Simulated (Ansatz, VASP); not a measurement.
# TiTeSe: VASP beside Ansatz

Wanted: the spread between two codes on one cell, functional and k mesh. Of the first pair: The structure shown is the start of the Ansatz relaxation below; VASP solves that cell, so the two are compared at the walk's first step.

Method: plane waves, with VASP 6.6.1 beside it; single point at LDA, in Ansatz 0.2.0.

### Step 1. Set-up

The cell holds 3 atoms: 1 Ti, 1 Se and 1 Te. Its edges and angles: a = 3.500 Å, b = 3.500 Å, c = 30.000 Å, α = 90.0°, β = 90.0°, γ = 120.0°. Vacuum lies along c. The height across the vacuum is the one that the program set for its solve, not the one typed.

### Step 2. Ansatz: relaxation, LDA

Ansatz runs on its default PAW (the set named soft_2) files.

The two programs are compared at the cell with which this relaxation starts, whose forces are those of its first step.

Input file input.yaml:

```yaml
crystal:
  lattice:
    - [3.5, 0.0, 0.0]
    - [-1.75, 3.03109, 0.0]
    - [0.0, 0.0, 20.0]
  atoms:
    - { symbol: Ti, position: [0.0, 0.0, 0.5] }
    - { symbol: Se, position: [0.333333, 0.666667, 0.575] }
    - { symbol: Te, position: [0.666667, 0.333333, 0.42] }
  periodic: [true, true, false]
kpoints:
  mp_grid: { grid: [6, 6, 1] }
hamiltonian:
  xc: lda
scf:
  occupations: { method: gaussian, width: 0.1 }
output:
  forces: true
  stress: true
  eigenvalues: true
relax:
  adjacent_minimum: "off"
  f_tol: 0.05
  max_steps: 80
  cell: { stress_2d_tol: 0.02 }
```

The run is started by

```sh
$ ansatz run input.yaml --threads 8 --pin off --max-ram 14336MiB --backend cpu --events-out ev --progress --plain --runs-dir out
```

Numbers of over 12 decimals in the logs are rounded to 6 here.

Log:

```text
Warning: crystal.periodic: the lattice vector that does not repeat stood 0.000° off the slab's normal, 20.000 Å along it as the deck builds it. The run solves the slab on a vector along the normal, 30.000 Å long, with every atom where it was (on the deck's vector they left 16.90 Å outside them, and the widest stretch free of ions among them is 1.60 Å). A fractional position that the run reports is one of the run's ce [...]
Warning: the atoms were moved onto the symmetric positions of the space group found under crystal.symmetry.tolerance 1.0e-5 (fractional; no operation is sought that the atoms, as they stand in a round, miss by more than twice it, and no atom is moved by as much as it), and the run uses the moved positions. Before a round's move an operation carried an atom to 3.50e-6 Å from where it should land, the largest such dist [...]
The last accepted step is kept in <dir> (removed where the run ends without a failure and the disk answers)
[...]
SCF iter   5: F=—  HF=-14663.399047 eV  |F-HF|=—  |Δ(HF+E_count)|=   5.90e-5  Δρ=8.25e-6  dr2=2.62e-7  ethr=6.82e-10  ⟨swp⟩=9.3  Hψ=1248  notcnv=0
SCF iter   6: F=-14663.399048 eV  HF=-14663.399048 eV  |F-HF|=4.83e-8  |Δ(HF+E_count)|=   5.94e-7  Δρ=4.09e-6  dr2=8.54e-8  ethr=5.96e-10  ⟨swp⟩=3.9  Hψ=742  notcnv=0
SCF 4 converged in 6 iterations: F = -14663.399048 eV  dr2 = 8.54e-8
relax step   4: F+E_penalty+E_count = -14663.39904779 eV  Δ(F+E_penalty+E_count) = -2.234e-3 eV  max|allowed force component| = 5.418e-2 eV/Å  Δτ_max = 0.0228 Å  P = +0.096 N/m  Ω = 329.485 Å³  energy of the carried Pulay correction = -6.002e-4 eV  fix = [c, alpha, beta]  reactions: c +0.000 N/m  (6 SCF iters, dr2 threshold 3.00e-7 eV, accepted)
[...]
relax step   5: F+E_penalty+E_count = -14663.39924224 eV  Δ(F+E_penalty+E_count) = -1.945e-4 eV  max|allowed force component| = 8.605e-3 eV/Å  Δτ_max = 0.0055 Å  P = +0.023 N/m  Ω = 329.227 Å³  energy of the carried Pulay correction = -5.867e-4 eV  fix = [c, alpha, beta]  reactions: c +0.000 N/m  (5 SCF iters, dr2 threshold 1.83e-7 eV, accepted)
[...]
relax step   6: F+E_penalty+E_count = -14663.39924264 eV  Δ(F+E_penalty+E_count) = -3.966e-7 eV  max|allowed force component| = 6.292e-4 eV/Å  Δτ_max = 0.0011 Å  P = +0.008 N/m  Ω = 329.441 Å³  energy of the carried Pulay correction = -5.979e-4 eV  fix = [c, alpha, beta]  reactions: c +0.000 N/m  (5 SCF iters, dr2 threshold 7.79e-10 eV, accepted)
[...]
relax step   7: F+E_penalty+E_count = -14663.39989191 eV  Δ(F+E_penalty+E_count) = -6.493e-4 eV  max|allowed force component| = 5.637e-4 eV/Å  Δτ_max = 0.0000 Å  P = +0.012 N/m  Ω = 329.441 Å³  fix = [c, alpha, beta]  reactions: c +0.000 N/m  stress off target by 1.19e-2 N/m on what of the cell is left free  SCF on the basis re-selected at this cell (its energy is not comparable with the rows above)  (8 SCF iters)
basis re-selected at this cell: Δ(F+E_penalty+E_count) = -6.493e-4 eV, ΔP = +0.004 N/m vs the last step (what re-selecting the basis moved, of the pressure what is left beyond the Pulay correction that the steps carried, after the strain that the cell walked since its last selection, with what the two solves' SCF thresholds leave and, on support functions, any second-order correction that the steps lacked; it is no m [...]
SCF converged after 8 iterations
Free energy (F): -14663.399892 eV
Harris-Foulkes:  -14663.399892 eV  (|F-HF|=2.22e-10)
Internal energy: -14663.390787 eV  (E = F + TS)
E sigma→0 (E₀):  -14663.395340 eV
Entropy (-TS):   -0.009104 eV (-3.035 meV/atom)
Fermi energy:    -5.196578 eV
--- Per-component energies (eV) ---
  E_band       = -1459.703442
  E_kinetic    = 575.726946
  E_local      = -97249.405252  (includes V_loc(G=0)·N_el)
  E_nonlocal   = -882.587084
  E_hartree    = 48381.626026
  E_xc         = -325.613519
  E_vxc        = -326.941949  (∫ρ·V_xc dr)
  E_paw        = -7335.524357  (= ΣΔE_a)
  E_vpaw       = -339.747422  (= ΣTr[D̂ρ^β])
  E_aug_tail   = -0.000711  (compensation charges beyond the density's cutoff)
  E_ewald      = 42169.165190
  E_core_change = 3.221974  (= ΣΔE_core)
  E_smearing   = -0.009104  (= −TS)
  E_closure    = -0.000000  (closes the sum)
  Σ components = -14663.399892   (vs F -14663.399892, Δ=0.00e0)
--- Forces (eV/Å), atoms counted from 1 ---
  atom   1  Ti     0.00000000    -0.00000000     0.00020572
  atom   2  Se     0.00000000    -0.00000000    -0.00017139
  atom   3  Te     0.00000000     0.00000000    -0.00082840
  max |Σ_I F_I| component: 7.94e-4 eV/Å
--- 2D stress c σ (N/m, compression-positive) ---
        0.011867      -0.000000      -0.000000
       -0.000000       0.011867      -0.000000
       -0.000000      -0.000000       0.000000
  P = ½ c Tr σ = 0.0119 N/m
--- Band table (eV; the first three rows and the last of 7) ---
  k-point 0: bands = ["-61.9654", "-52.7507", "-52.7507", "-52.7411", "-52.7411", "-52.7392", "-41.5001", "-41.5001", "-41.4371", "-41.4371", "-41.4166", "-38.5313", "-38.5150", "-38.5150", "-18.8125", "-17.1280", "-9.8433", "-7.4003", "-7.4003", "-6.9353", "-4.7345", "-4.7345", "-4.3179", "-3.9196", "-3.9196", "-1.3392", "-1.3392"]
  k-point 1: bands = ["-61.9636", "-52.7505", "-52.7505", "-52.7412", "-52.7410", "-52.7389", "-41.5003", "-41.4954", "-41.4392", "-41.4378", "-41.4142", "-38.5384", "-38.5243", "-38.5199", "-18.5738", "-16.8622", "-9.4771", "-8.3349", "-7.3704", "-6.5522", "-6.2010", "-5.3327", "-4.6536", "-3.7297", "-3.5591", "-2.4843", "-1.6617"]
  k-point 2: bands = ["-61.9602", "-52.7502", "-52.7501", "-52.7414", "-52.7407", "-52.7385", "-41.5010", "-41.4860", "-41.4434", "-41.4392", "-41.4094", "-38.5846", "-38.5297", "-38.5106", "-18.0619", "-16.1495", "-9.5211", "-8.9043", "-8.3818", "-7.4540", "-6.6878", "-5.7463", "-5.0903", "-3.6790", "-3.6562", "-2.1963", "-1.7493"]
  k-point 6: bands = ["-61.9576", "-52.7502", "-52.7494", "-52.7410", "-52.7408", "-52.7382", "-41.4915", "-41.4884", "-41.4442", "-41.4425", "-41.4064", "-38.5800", "-38.5757", "-38.5006", "-17.6627", "-15.3478", "-9.3820", "-9.3237", "-9.1753", "-8.0949", "-7.4853", "-7.2250", "-4.0719", "-3.8724", "-3.8556", "-2.5579", "-1.9391"]
--- Relaxed structure (6 steps of the walk, 6 accepted, 1 SCFs on fresh bases) ---
  F+E_penalty+E_count = -14663.39989191 eV   max|allowed force component| = 5.637e-4 eV/Å   (the final SCF, on the basis selected at the relaxed cell)
  cell:  # Å, volume = 329.4415 Å³
    - [3.560928, 0, 0]
    - [-1.780464, 3.083854, 0]
    - [0, 0, 30.0]
  atoms:
    - { symbol: Ti, position: [4.067022948044317e-18, 0, 0.337035] }
    - { symbol: Se, position: [0.333333, 0.666667, 0.383454] }
    - { symbol: Te, position: [0.666667, 0.333333, 0.276178] }
```

Reading the cycles: dr2 is the Hartree energy of the density residual (eV), the measure of convergence; HF is the Harris–Foulkes estimate of the energy, which meets the free energy F at convergence.

### Step 3. VASP: single point, LDA, start cell, pair 1

The same cell, functional (in two slightly different forms), mesh and smearing now go to VASP, with its own data sets.

Lines of VASP's logs that name or quote its potential files are left out, and so is its time.

Input file INCAR:

```
SYSTEM = TiTeSe
PREC = Accurate
ENCUT = 400
EDIFF = 1E-06
NELM = 120
ISMEAR = 0
SIGMA = 0.1
LREAL = .FALSE.
ALGO = Normal
GGA = CA
NBANDS = 18
LASPH = .TRUE.
LORBIT = 11
LWAVE = .FALSE.
LCHARG = .FALSE.
ISIF = 2
LDIPOL = .TRUE.
IDIPOL = 3
DIPOL = 0.5 0.5 0.332
LVHAR = .TRUE.
GGA_COMPAT = .FALSE.
NELMDL = -8
KPAR = 2
```

Input file POSCAR:

```
TiTeSe
1.0
    3.5000010000      0.0000000000      0.0000000000
   -1.7500000000      3.0310890000      0.0000000000
    0.0000000000      0.0000000000     30.0000000000
Ti Se Te
1 1 1
Direct
    0.0000000000      0.0000000000      0.3333333333
    0.3333332381      0.6666666667      0.3833333333
    0.6666664762      0.3333333333      0.2800000000
```

Input file KPOINTS:

```
Automatic mesh
0
Gamma
6 6 1
0 0 0
```

PAW data sets: Ti_sv, Se and Te (LDA family, release 64).

The run is started by

```sh
$ mpirun -np 2 vasp_std
```

Log:

```text
[banner, memory and clock lines left out]
running    2 mpi-ranks, on    1 nodes
 distrk:  each k-point on    1 cores,    2 groups
 distr:  one band on    1 cores,    1 groups

 POSCAR found type information on POSCAR TiSeTe
 POSCAR found :  3 types and       3 ions
 LDA part: xc-table for (Slater(with rela. corr.)+CA(PZ))
 , standard interpolation
 POSCAR, INCAR and KPOINTS ok, starting setup
 FFT: planning ... GRIDC
 FFT: planning ... GRID_SOFT
 FFT: planning ... GRID
 WAVECAR not read
 entering main loop
       N       E                     dE             d eps       ncg     rms          rms(c)
DAV:   1     0.151083679450E+03    0.15108E+03   -0.94969E+03   316   0.815E+02
DAV:   2    -0.191041855156E+00   -0.15127E+03   -0.14870E+03   338   0.225E+02
DAV:   3    -0.198664187688E+02   -0.19675E+02   -0.19600E+02   464   0.730E+01
DAV:   4    -0.208513608659E+02   -0.98494E+00   -0.98010E+00   360   0.159E+01
DAV:   5    -0.209275307503E+02   -0.76170E-01   -0.76150E-01   396   0.358E+00
DAV:   6    -0.209280736263E+02   -0.54288E-03   -0.54287E-03   360   0.393E-01
DAV:   7    -0.209280890276E+02   -0.15401E-04   -0.15402E-04   390   0.584E-02
DAV:   8    -0.209280891438E+02   -0.11621E-06   -0.11626E-06   360   0.591E-03    0.134E+01
DAV:   9    -0.198835013681E+02    0.10446E+01   -0.21511E+01   326   0.384E+01    0.100E+01
DAV:  10    -0.193370273882E+02    0.54647E+00   -0.20202E+01   340   0.323E+01    0.604E+00
DAV:  11    -0.188338870053E+02    0.50314E+00   -0.16719E+00   312   0.112E+01    0.162E+00
DAV:  12    -0.188213629652E+02    0.12524E-01   -0.33033E-01   382   0.380E+00    0.104E+00
DAV:  13    -0.188144224922E+02    0.69405E-02   -0.36553E-02   294   0.175E+00    0.478E-01
DAV:  14    -0.188137868649E+02    0.63563E-03   -0.42325E-03   332   0.446E-01    0.148E-01
[...]
DAV:  21    -0.188149769787E+02   -0.10498E-03   -0.71322E-06   294   0.106E-02    0.682E-03
DAV:  22    -0.188150021669E+02   -0.25188E-04   -0.95896E-07   260   0.508E-03    0.452E-03
DAV:  23    -0.188150159442E+02   -0.13777E-04   -0.52895E-07   222   0.448E-03    0.100E-03
DAV:  24    -0.188150281127E+02   -0.12169E-04   -0.69111E-07   252   0.382E-03    0.160E-03
DAV:  25    -0.188150324169E+02   -0.43041E-05   -0.17725E-07   216   0.305E-03    0.454E-04
DAV:  26    -0.188150369640E+02   -0.45472E-05   -0.14337E-07   214   0.137E-03    0.500E-04
DAV:  27    -0.188150388255E+02   -0.18614E-05   -0.33891E-08   194   0.793E-04    0.294E-04
DAV:  28    -0.188150397970E+02   -0.97148E-06   -0.19423E-08   172   0.619E-04
   1 F= -.18815040E+02 E0= -.18811502E+02  d E =-.707463E-02
```

From OUTCAR (step 3):

```text
ion  position               nearest neighbor table
   1  0.000  0.000  0.333-   2 2.52   2 2.52   2 2.52   3 2.58   3 2.58   3 2.58
   2  0.333  0.667  0.383-   1 2.52   1 2.52   1 2.52
   3  0.667  0.333  0.280-   1 2.58   1 2.58   1 2.58

  LATTYP: Found a hexagonal cell.
 ALAT       =     3.5000010000
 C/A-ratio  =     8.5714261224

 Subroutine GETGRP returns: Found  6 space group operations
 (whereof  6 operations were pure point group operations)

The static configuration has the point symmetry C_3v.

 Found      7 irreducible k-points:

   k-points           NKPTS =      7   k-points in BZ     NKDIM =      7   number of bands    NBANDS=     18

   dimension x,y,z NGX =    24 NGY =   24 NGZ =  196
   dimension x,y,z NGXF=    48 NGYF=   48 NGZF=  392

   ENCUT  =  400.0 eV  29.40 Ry    5.42 a.u.   5.71  5.71 48.92*2*pi/ulx,y,z

   NELECT =      24.0000    total number of electrons

 k-points in reciprocal lattice and weights: Automatic mesh
   0.00000000  0.00000000  0.00000000       0.028
   0.16666667  0.00000000  0.00000000       0.167
   0.33333333  0.00000000  0.00000000       0.167
   0.50000000 -0.00000000  0.00000000       0.083
   0.16666667  0.16666667  0.00000000       0.167
   0.33333333  0.16666667  0.00000000       0.333
   0.33333333  0.33333333  0.00000000       0.056

 dipolmoment           0.000000      0.000000      0.024118 electrons x Angstroem

 average (electrostatic) potential at core
       1 -83.9094       2 -66.8088       3 -97.5421

 E-fermi :  -2.8804

 k-point     1 :       0.0000    0.0000    0.0000
  band No.  band energies     occupation
    ...
      6     -14.9523      2.00000
      7      -7.5835      2.00000
      8      -4.8716      2.00000
      9      -4.8716      2.00000
     10      -4.2658      2.00000
     11      -2.3358      0.00000
     12      -2.3358      0.00000
     13      -2.0539      0.00000
     14      -1.5848      0.00000
     15      -1.5848      0.00000
    ...

 k-point     2 :       0.1667    0.0000    0.0000
  band No.  band energies     occupation
    ...
      8      -5.8890      2.00000
      9      -4.7981      2.00000
     10      -4.1867      2.00000
     11      -3.6123      2.00000
     12      -3.1020      1.99827
     13      -2.3190      0.00000
     14      -1.2501      0.00000
     15      -1.0735      0.00000
     16       0.2249      0.00000
     17       1.1828      0.00000
    ...

 k-point     3 :       0.3333    0.0000    0.0000
  band No.  band energies     occupation
    ...
      8      -6.6334      2.00000
      9      -6.0725      2.00000
     10      -4.8752      2.00000
     11      -4.1104      2.00000
     12      -3.5608      2.00000
     13      -2.7632      0.09730
     14      -1.1422      0.00000
     15      -1.0089      0.00000
     16       0.4921      0.00000
     17       1.0789      0.00000
    ...

  Total        2.8471163      2.8471148      3.6663899      0.0000005      0.0000000      0.0000000
  in kB       14.3326890     14.3326816     18.4570004      0.0000024      0.0000000      0.0000000
  external PRESSURE =      15.7074570 kB  Pullay stress =       0.0000000 kB

  energy-cutoff  :      400.00
  volume of cell :      318.26
      direct lattice vectors                 reciprocal lattice vectors
     3.500001000  0.000000000  0.000000000     0.285714204  0.164957168  0.000000000
    -1.750000000  3.031089000  0.000000000     0.000000000  0.329914430  0.000000000
     0.000000000  0.000000000 30.000000000     0.000000000  0.000000000  0.033333333

 POSITION                                       TOTAL-FORCE (eV/Angst)
 -----------------------------------------------------------------------------------
      0.00000      0.00000     10.00000         0.000000     -0.000000      2.575919
     -0.00000      2.02073     11.50000         0.000000      0.000000     -0.117415
      1.75000      1.01036      8.40000        -0.000000     -0.000000     -2.458505
 -----------------------------------------------------------------------------------
    total drift:                                0.000293      0.000004      0.000265

  FREE ENERGIE OF THE ION-ELECTRON SYSTEM (eV)
  ---------------------------------------------------
  free  energy   TOTEN  =       -18.8150397970 eV

  energy  without entropy=      -18.8079651712  energy(sigma->0) =      -18.81150248

 vacuum level on the upper side and lower side of the slab         2.707         2.296

 total charge
# of ion       s       p       d       tot
------------------------------------------
    1        2.194   6.192   2.000  10.386
    2        1.475   2.371   0.036   3.883
    3        1.391   2.114   0.058   3.563
--------------------------------------------------
tot          5.059  10.678   2.094  17.832

[... 3 further parts left out ...]
```

This run has no spin polarisation, so a moment on Ti, if there is one, isn't seen.

### Step 4. Differences

Known differences besides the potentials themselves: the two LDA forms differ slightly; Ansatz cuts the interaction across the vacuum, VASP repeats the sheet with a dipole correction; the data sets hold 44 valence electrons in Ansatz (on its default PAW (the set named soft_2) files) and 24 in VASP; VASP's log shows a relativistic correction to its local exchange, Ansatz's none; Ansatz takes its cutoff from its data sets, VASP runs at 400 eV. Total energies have different zeros and are not compared.

Forces (eV/Å; atoms numbered as in POSCAR):

```tsv
atom	Ansatz x, y, z	VASP x, y, z
Ti1	0.000, 0.000, 2.566	0.000, 0.000, 2.576
Se2	0.000, 0.000, -0.158	0.000, 0.000, -0.117
Te3	0.000, 0.000, -2.408	0.000, 0.000, -2.459
```

The forces differ by 22 meV/Å r.m.s., which is 1.9 % of the r.m.s. force of 1.188 eV/Å (both taken over all components). With vacuum in the cell, a pressure given here is an average over mostly empty space and none of the material.

### Step 5. Ansatz: relaxation, LDA

The two programs are compared at the cell with which this relaxation starts, whose forces are those of its first step.

The structure compared here is the start of the Ansatz relaxation; VASP solves that cell, so the two are compared at the walk's first step.

Input file input.yaml:

```yaml
crystal:
  lattice:
    - [3.56092794, 0.0, 0.0]
    - [-1.78046397, 3.0838540571, 0.0]
    - [0.0, 0.0, 30.0]
  atoms:
    - { symbol: Ti, position: [0.0, 0.0, 0.3370345447] }
    - { symbol: Se, position: [0.3333333333, 0.6666666667, 0.3834536502] }
    - { symbol: Te, position: [0.6666666667, 0.3333333333, 0.2761784717] }
  periodic: [true, true, false]
kpoints:
  mp_grid: { grid: [15, 15, 1] }
hamiltonian:
  xc: lda
scf:
  occupations: { method: gaussian, width: 0.1 }
output:
  forces: true
  stress: true
  eigenvalues: true
  write_density: true
  write_potential: true
  elf: true
  volumetric_format: npy
relax:
  adjacent_minimum: "off"
  f_tol: 0.005
  max_steps: 80
  cell: { stress_2d_tol: 0.02 }
```

The run is started by

```sh
$ ansatz run input.yaml --threads 8 --pin off --max-ram 14336MiB --backend cpu --events-out ev --progress --plain --runs-dir out
```

Log:

```text
[...]
Crystal: 3 atoms, lattice volume = 329.441 Å³
Basis set: ecut = 420 eV, 6359 PW (Γ)
Bands: 27, of which v1, the nominal top of the filled ones, is band 22 counted from 1 (21 counted from 0)
Symmetry: 6 space group operations
[...]
k-points: 27 of 225 (time reversal used)
[...]
--- Relaxed structure (4 steps of the walk, 4 accepted, 1 SCFs on fresh bases) ---
[...]
cell:  # Å, volume = 324.4870 Å³
    - [3.534050, 0.0, 0]
    - [-1.767025, 3.060577, 0]
    - [0, 0, 30.0]
  atoms:
    - { symbol: Ti, position: [0, 0, 0.336972] }
    - { symbol: Se, position: [0.333333, 0.666667, 0.384166] }
    - { symbol: Te, position: [0.666667, 0.333333, 0.275528] }
[key lines of the parts left out:]
SCF converged after 8 iterations
Free energy (F): -14663.421430 eV
Fermi energy:    -5.069042 eV
P = ½ c Tr σ = -0.0072 N/m
```

(Part 1 of 2 ends here.)

[Lines on the potential files, build, host, timing and source positions are cut from VASP's logs without a mark.]

[Logs are printed without paths, hosts, clocks, repeated set-up lines and the standing remarks that a program may print on its own settings, such as how far it seeks lower states.]

[Hosts, paths, dates, database ids (printed as entryN), source tags and the programs' standing remarks are cut or masked in the printed files.]
